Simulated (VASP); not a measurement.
**HfIr (space group Pm-3m): computed properties**

Calculation: PBEsol GGA, VASP's PBE PAW potentials (set 64) (plane waves; VASP).

| Property | Value |
|---|---|
| space group | Pm-3m (221) |
| cell | a = b = c = 3.2434 Å, α = β = γ = 90.00° |
| volume per atom | 17.06 Å³/atom |
| band gap (over mesh and band path) | none (metal, semimetal or under 0.01 eV) |
| cell moment | 0.00 μB |
| band gap with spin-orbit coupling | none (metallic) |
| density | 18.04 g/cm³ |

```
HfIr
1.0
    3.24342     0.00000     0.00000
    0.00000     3.24342     0.00000
    0.00000     0.00000     3.24342
Hf Ir
1 1
Direct
  0.00000   0.00000   0.00000
  0.50000   0.50000   0.50000
```

Unless said otherwise, spin-orbit coupling is left out, though it shifts the bands of the heavy elements here.

The structure comes from a computed database's HfIr entry (Pm-3m); how it stands against other phases isn't given here. It was relaxed first. Symmetry was kept, so distortions that lower it aren't found.
